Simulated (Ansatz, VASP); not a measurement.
# Cross-check of In2S3O12 (In2S3O12 (R-3)) between VASP and Ansatz, part 2 of 2

Aim: how closely do two programs agree when they are given the same cell, functional and k mesh? Of the first pair: The structure shown is the start of the Ansatz relaxation below; VASP solves that cell, so the two are compared at the walk's first step.

VASP 6.6.1 and Ansatz 0.2.0.

So far. Step 3 (VASP: single point, r2SCAN, start cell, pair 1): The run ends at a pressure of 0.08 GPa, with forces up to 0.030 eV/Å.

## Step 4: Side by side

Known differences besides the potentials themselves: VASP keeps PBE cores, Ansatz makes them for the functional; the cutoff is 500 eV in Ansatz and 580 eV in VASP (PREC = Accurate, projectors in real space). Total energies have different zeros and are not compared.

At this near-relaxed geometry the largest component of a force difference is 307 meV/Å.

## Step 5: Ansatz: relaxation, r2SCAN

This run makes the geometry at which the two programs are then compared. The cell compared in this pair holds 482.18 Å³, against 479.31 Å³ for the pair before.

The structure compared here is the end of the Ansatz relaxation.

File input.yaml:

```yaml
crystal:
  lattice:
    - [4.2240624, 2.4387636, 7.7547826]
    - [-4.2240624, 2.4387636, 7.7547826]
    - [0.0, -4.8775272, 7.7547826]
  atoms:
    - { symbol: In, position: [0.14450329, 0.14450329, 0.14450329] }
    - { symbol: In, position: [0.85549671, 0.85549671, 0.85549671] }
    - { symbol: In, position: [0.34837179, 0.34837179, 0.34837179] }
    - { symbol: In, position: [0.65162821, 0.65162821, 0.65162821] }
    - { symbol: S, position: [0.45594694, 0.04062589, 0.75193153] }
    - { symbol: S, position: [0.04062589, 0.75193153, 0.45594694] }
    - { symbol: S, position: [0.75193153, 0.45594694, 0.04062589] }
    - { symbol: S, position: [0.54405306, 0.95937411, 0.24806847] }
    - { symbol: S, position: [0.95937411, 0.24806847, 0.54405306] }
    - { symbol: S, position: [0.24806847, 0.54405306, 0.95937411] }
    - { symbol: O, position: [0.59807101, 0.01994193, 0.7973341] }
    - { symbol: O, position: [0.01994193, 0.7973341, 0.59807101] }
    - { symbol: O, position: [0.7973341, 0.59807101, 0.01994193] }
    - { symbol: O, position: [0.40192899, 0.98005807, 0.2026659] }
    - { symbol: O, position: [0.98005807, 0.2026659, 0.40192899] }
    - { symbol: O, position: [0.2026659, 0.40192899, 0.98005807] }
    - { symbol: O, position: [0.47213519, 0.85189782, 0.79390572] }
    - { symbol: O, position: [0.85189782, 0.79390572, 0.47213519] }
    - { symbol: O, position: [0.79390572, 0.47213519, 0.85189782] }
    - { symbol: O, position: [0.52786481, 0.14810218, 0.20609428] }
    - { symbol: O, position: [0.14810218, 0.20609428, 0.52786481] }
    - { symbol: O, position: [0.20609428, 0.52786481, 0.14810218] }
    - { symbol: O, position: [0.26247782, 0.13442606, 0.86912394] }
    - { symbol: O, position: [0.13442606, 0.86912394, 0.26247782] }
    - { symbol: O, position: [0.86912394, 0.26247782, 0.13442606] }
    - { symbol: O, position: [0.73752218, 0.86557394, 0.13087606] }
    - { symbol: O, position: [0.86557394, 0.13087606, 0.73752218] }
    - { symbol: O, position: [0.13087606, 0.73752218, 0.86557394] }
    - { symbol: O, position: [0.48912731, 0.16015838, 0.54804188] }
    - { symbol: O, position: [0.16015838, 0.54804188, 0.48912731] }
    - { symbol: O, position: [0.54804188, 0.48912731, 0.16015838] }
    - { symbol: O, position: [0.51087269, 0.83984162, 0.45195812] }
    - { symbol: O, position: [0.83984162, 0.45195812, 0.51087269] }
    - { symbol: O, position: [0.45195812, 0.51087269, 0.83984162] }
basis:
  ecutwfc: 500
  xc_grid: 2
hamiltonian:
  xc: r2scan
kpoints:
  mp_grid: { grid: [4, 4, 4] }
scf:
  occupations: { method: fermi_dirac, width: 0.01 }
  max_iter: 150
output:
  forces: true
  stress: true
relax:
  f_tol: 0.01
  max_steps: 60
  cell: {}
checkpoint:
  write: "../r2scan.run"
  compress: false
  write_wavefunctions: false
  write_every: 100000
```

The run is started by

```
> ansatz run input.yaml --threads 4 --pin off --max-ram 6594MiB --backend cpu --events-out ev --progress --plain --runs-dir out
```

Numbers of over 12 decimals in the logs are rounded to 6 here.

Log:

```text
[...]
Crystal: 34 atoms, lattice volume = 479.315 Å³
Basis set: ecut = 500 eV, 12179 PW (Γ), exchange–correlation on 144×144×144 points (8 copies of the dense FFT grid, shifted against one another)
Bands: 150, of which v1, the nominal top of the filled ones, is band 116 counted from 1 (115 counted from 0)
Symmetry: 6 space group operations
[...]
k-points: 14 of 64
[...]
- { symbol: O, position: [0.205409, 0.400647, 0.978248] }
    - { symbol: O, position: [0.472198, 0.851621, 0.795051] }
    - { symbol: O, position: [0.851621, 0.795051, 0.472198] }
[...]
- { symbol: O, position: [0.547406, 0.487788, 0.160642] }
    - { symbol: O, position: [0.512212, 0.839358, 0.452594] }
    - { symbol: O, position: [0.839358, 0.452594, 0.512212] }
    - { symbol: O, position: [0.452594, 0.512212, 0.839358] }
[key lines of the parts left out:]
SCF converged after 5 iterations
Free energy (F): -41520.155974 eV
Fermi energy:    4.728225 eV
P = ⅓ Tr σ = 0.0005 GPa (0.005 kbar)
```

## Step 6: VASP: single point, r2SCAN, relaxed cell, pair 2

The same cell, functional, mesh and smearing now go to VASP, with its own data sets.

File INCAR:

```
SYSTEM = In2S3O12
PREC = Accurate
ENCUT = 660
EDIFF = 1E-06
NELM = 120
ISMEAR = -1
SIGMA = 0.01
LREAL = Auto
ALGO = Normal
METAGGA = R2SCAN
LASPH = .TRUE.
NBANDS = 140
LORBIT = 11
LWAVE = .FALSE.
LCHARG = .FALSE.
ISIF = 2
GGA_COMPAT = .FALSE.
EFERMI = MIDGAP
LMIXTAU = .TRUE.
KPAR = 4
```

File POSCAR:

```
In2S3O12
1.0
    4.2298205399      2.4420880273      7.7798380992
   -4.2298205399      2.4420880273      7.7798380992
    0.0000000000     -4.8841760547      7.7798380992
In S O
4 6 24
Direct
    0.1448858064      0.1448858064      0.1448858064
    0.8551141936      0.8551141936      0.8551141936
    0.3476414650      0.3476414650      0.3476414650
    0.6523585350      0.6523585350      0.6523585350
    0.4559311889      0.0412193068      0.7515713067
    0.0412193068      0.7515713067      0.4559311889
    0.7515713067      0.4559311889      0.0412193068
    0.5440688111      0.9587806932      0.2484286933
    0.9587806932      0.2484286933      0.5440688111
    0.2484286933      0.5440688111      0.9587806932
    0.5993531502      0.0217515814      0.7945910128
    0.0217515814      0.7945910128      0.5993531502
    0.7945910128      0.5993531502      0.0217515814
    0.4006468498      0.9782484186      0.2054089872
    0.9782484186      0.2054089872      0.4006468498
    0.2054089872      0.4006468498      0.9782484186
    0.4721975534      0.8516208764      0.7950508747
    0.8516208764      0.7950508747      0.4721975534
    0.7950508747      0.4721975534      0.8516208764
    0.5278024466      0.1483791236      0.2049491253
    0.1483791236      0.2049491253      0.5278024466
    0.2049491253      0.5278024466      0.1483791236
    0.2625646282      0.1348325537      0.8699376027
    0.1348325537      0.8699376027      0.2625646282
    0.8699376027      0.2625646282      0.1348325537
    0.7374353718      0.8651674463      0.1300623973
    0.8651674463      0.1300623973      0.7374353718
    0.1300623973      0.7374353718      0.8651674463
    0.4877878626      0.1606422666      0.5474064008
    0.1606422666      0.5474064008      0.4877878626
    0.5474064008      0.4877878626      0.1606422666
    0.5122121374      0.8393577334      0.4525935992
    0.8393577334      0.4525935992      0.5122121374
    0.4525935992      0.5122121374      0.8393577334
```

File KPOINTS:

```
Automatic mesh
0
Gamma
4 4 4
0 0 0
```

The projector-augmented-wave data sets are In_d, S and O (PBE family, release 64).

The run is started by

```
> mpirun -np 4 vasp_std
```

Log:

```text
[banner, memory and clock lines left out]
running    4 mpi-ranks, on    1 nodes
[...]
[... a notice as in an earlier step ...]

 LDA part: xc-table for (None), standard interpolation
 POSCAR, INCAR and KPOINTS ok, starting setup
[...]
entering main loop
       N       E                     dE             d eps       ncg     rms          rms(c)
DAV:   1     0.369227928066E+04    0.36923E+04   -0.12224E+05  3928   0.219E+03
DAV:   2     0.298618034069E+03   -0.33937E+04   -0.32544E+04  4376   0.586E+02
DAV:   3    -0.379046430718E+03   -0.67766E+03   -0.65632E+03  4108   0.270E+02
DAV:   4    -0.436438647265E+03   -0.57392E+02   -0.56692E+02  5240   0.835E+01
[...]
DAV:  24    -0.336831978501E+03    0.14266E-05   -0.38917E-06  3728   0.104E-02    0.332E-03
DAV:  25    -0.336831977489E+03    0.10119E-05   -0.25384E-06  3208   0.813E-03    0.549E-03
DAV:  26    -0.336831977628E+03   -0.13859E-06   -0.10662E-06  2824   0.545E-03
   1 F= -.33683198E+03 E0= -.33683198E+03  d E =0.000000E+00
```

From OUTCAR (step 6):

```text
  Total       -3.6949922     -3.6949922     -3.6660405     -0.0000011      0.0000000     -0.0000000
  in kB      -12.2777574    -12.2777574    -12.1815562     -0.0000037      0.0000000     -0.0000000
  external PRESSURE =     -12.2456903 kB  Pullay stress =       0.0000000 kB

 POSITION                                       TOTAL-FORCE (eV/Angst)
 -----------------------------------------------------------------------------------
      0.00000     -0.00000      3.38156        -0.000000      0.000000     -0.008175
      0.00000     -0.00000     19.95795        -0.000000     -0.000000      0.008175
      0.00000     -0.00000      8.11378        -0.000000     -0.000000      0.041332
      0.00000     -0.00000     15.22573        -0.000000      0.000000     -0.041332
      1.75416     -2.45672      9.71485        -0.037875      0.020936      0.019408
     -3.00466     -0.29078      9.71485         0.037068      0.022333      0.019408
      1.25050      2.74751      9.71485         0.000806     -0.043268      0.019408
     -1.75416      2.45672     13.62466         0.037875     -0.020936     -0.019408
      3.00466      0.29078     13.62466        -0.037068     -0.022333     -0.019408
     -1.25050     -2.74751     13.62466        -0.000806      0.043268     -0.019408
      2.44315     -2.36413     11.01388        -0.137469     -0.021726     -0.263952
     -3.26897     -0.93377     11.01388         0.049919      0.129915     -0.263952
      0.82582      3.29790     11.01388         0.087550     -0.108188     -0.263952
     -2.44315      2.36413     12.32563         0.137469      0.021726      0.263952
[...]
-----------------------------------------------------------------------------------
    total drift:                               -0.000000      0.000000     -0.000000

  FREE ENERGIE OF THE ION-ELECTRON SYSTEM (eV)
  ---------------------------------------------------
  free  energy   TOTEN  =      -336.8319776279 eV

  energy  without entropy=     -336.8319776279  energy(sigma->0) =     -336.83197763

[... 1 part as in an earlier step ...]

[... 2 further parts left out ...]
[key lines of the parts left out:]
E-fermi :   2.6519
```

The run ends at a pressure of -1.22 GPa, with forces up to 0.30 eV/Å.

## Step 7: Side by side

What differs besides the data sets and the points named for the pairs above, as far as they apply: the cutoff is 500 eV in Ansatz and 660 eV in VASP (PREC = Accurate, projectors in real space); Ansatz's pressure holds a Pulay correction, VASP's none. Total energies have different zeros and are not compared.

Both answers:

```tsv
quantity	Ansatz	VASP	difference
pressure (GPa)	0.00	-1.22	+1.23
gap on the k mesh (eV)	4.824	4.826	-0.001
```

Forces on 7 of the 34 atoms, those with the largest forces and the largest differences (eV/Å; atoms numbered as in POSCAR):

```tsv
atom	Ansatz x, y, z	VASP x, y, z
O15	0.001, -0.001, 0.001	-0.050, -0.130, 0.264
O23	-0.003, -0.002, -0.001	0.241, 0.172, -0.038
O24	-0.001, 0.004, -0.001	0.029, -0.295, -0.038
O25	0.003, -0.001, -0.001	-0.270, 0.123, -0.038
O26	0.003, 0.002, 0.001	-0.241, -0.172, 0.038
O27	0.001, -0.004, 0.001	-0.029, 0.295, 0.038
O28	-0.003, 0.001, 0.001	0.270, -0.123, 0.038
```

The forces differ by 142 meV/Å r.m.s., where the r.m.s. force is 0.003 eV/Å in Ansatz and 0.142 eV/Å in VASP: the atoms lie near their places of rest in Ansatz, so a percentage would say little (all taken over all components). A gap on the mesh is an upper bound, since the band edges may lie between its points.

## Step 8: Results

```yaml
r_m_s_force_difference_single_point_r2scan_start_cell_pair_1: 147 meV/Å
r_m_s_force_difference_single_point_r2scan_relaxed_cell_pair_2: 142 meV/Å
difference_in_pressure_single_point_r2scan_relaxed_cell_pair_2: 1.2 GPa
```

**Reading.** The r.m.s. force difference is 147 meV/Å (single point, r2SCAN, start cell, pair 1), beyond the 12 meV/Å picked in this series as the mark of a large difference. What causes the difference of the single point, r2SCAN, start cell, pair 1 pair stays open here. By the marks of this series, far apart in the single point, r2SCAN, relaxed cell, pair 2 pair: the r.m.s. force difference, 142 meV/Å and the difference in pressure, 1.2 GPa. What causes the difference of the single point, r2SCAN, relaxed cell, pair 2 pair stays open here. Such differences can come from data sets, numerical settings and the points named under the comparisons, not from the functional's error against experiment.

[Lines on the potential files, build, host, timing and source positions are cut from VASP's logs without a mark.]

[Logs are printed without paths, hosts, clocks, repeated set-up lines and the standing remarks that a program may print on its own settings, such as how far it seeks lower states.]

[Hosts, paths, dates, database ids (printed as entryN), source tags and the programs' standing remarks are cut or masked in the printed files.]
